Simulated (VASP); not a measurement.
Crystal: Y.

```xyz
2
Lattice="3.6426 0.0000 0.0000 -1.8213 3.1546 0.0000 0.0000 0.0000 5.8792" Properties=species:S:1:pos:R:3 pbc="T T T"
Y     0.0000    2.1030    1.4698
Y     1.8213    1.0515    4.4094
```

| Quantity | Value |
| --- | --- |
| Program | VASP 6.6.1 |
| Task | relaxation of cell and atoms |
| Functional | PBEsol |
| Potentials or basis | VASP PAW PBE potentials, release 64 (Y_sv) |
| Cutoff | 600 eV |
| k mesh | 15 × 15 × 8 |
| Occupations | gaussian, width 0.1 eV |
| Spin | no spin polarisation |

At the start: pressure -3.0 GPa; volume 33.78 Å³/atom.

Q: How do energy, volume and symmetry change on relaxing?

A: Over 8 steps the energy falls by 31.4 meV/atom and the volume is 31.22 Å³/atom (-7.6 %); space group P6_3/mmc (No. 194, to 0.05 Å).

Step by step:
| step | energy change (eV) | largest force (eV/Å) | pressure (GPa) | volume (Å³) |
| --- | --- | --- | --- | --- |
| 1 | 0.0000 | 0.0000 | -2.98 | 67.56 |
| 2 | -0.0590 | 0.0000 | 0.56 | 61.59 |
| 3 | -0.0596 | 0.0000 | 0.19 | 62.11 |
| 4 | -0.0621 | 0.0000 | 0.10 | 62.27 |
| 5 | -0.0627 | 0.0000 | 0.03 | 62.39 |
| 6 | -0.0627 | 0.0000 | 0.04 | 62.38 |
| 7 | -0.0627 | 0.0000 | 0.04 | 62.38 |
| 8 | -0.0627 | 0.0000 | -0.01 | 62.45 |

Final structure:
```
Y
1.0
     3.59511    0.00000    0.00000
    -1.79755    3.11345    0.00000
     0.00000    0.00000    5.57900
Y
2
Direct
  0.33333 0.66667 0.25000
  0.66667 0.33333 0.75000
```

Caveat: the PAW data sets were made with another functional, which shifts forces and pressure a little.
